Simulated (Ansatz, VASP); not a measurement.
One calculation of Mg12NO, two programs

```
Mg N O
1.0
     6.42000    0.00000    0.00000
     3.21000    5.55988    0.00000
     0.00000    0.00000   18.21304
Mg N O
12 1 1
Cartesian
  0.0000 0.0000 1.0000
  3.2100 0.0000 1.0000
  1.6050 2.7799 1.0000
  4.8150 2.7799 1.0000
  -0.0320 1.8627 3.5760
  3.1909 1.8637 3.5696
  1.5803 4.6556 3.5758
  4.7875 4.6487 3.6595
  -0.0748 0.0424 6.2582
  3.1813 0.0361 6.2419
  1.5614 2.8046 6.0608
  4.7689 2.7862 6.2414
  4.7529 0.9622 7.4583
  4.7364 0.9730 8.7230
```

Alike in both runs: functional PBE; k mesh 2 × 2 × 1; occupations fermi-dirac, width 0.05 eV; no spin polarisation.

Ansatz relaxed the structure, and its values are those at the end. VASP's run is a single point on that final structure, the one shown.

|  | VASP | Ansatz |
| --- | --- | --- |
| version | VASP 6.6.1 | Ansatz 0.2.0 |
| potentials or method | VASP PAW PBE potentials, release 64 (Mg, N, O) | scalar-relativistic, plane waves, PAW |
| plane-wave cutoff (eV) | 520 | 420 |
| valence electrons in the cell | 35 | 131 |

VASP gave:

- rms of the force components (eV/Å): 0.134

**Question.** What did Ansatz give for the same quantities?

**Answer.** rms of the force components (eV/Å): 0.085.

The two sets of potentials don't hold the same shells in valence.

Caveats: the k mesh is coarse (spacing up to 0.57 Å⁻¹), so the values aren't converged; an odd number of electrons without spin polarisation forces a metal; a magnetic or distorted state may lie lower.
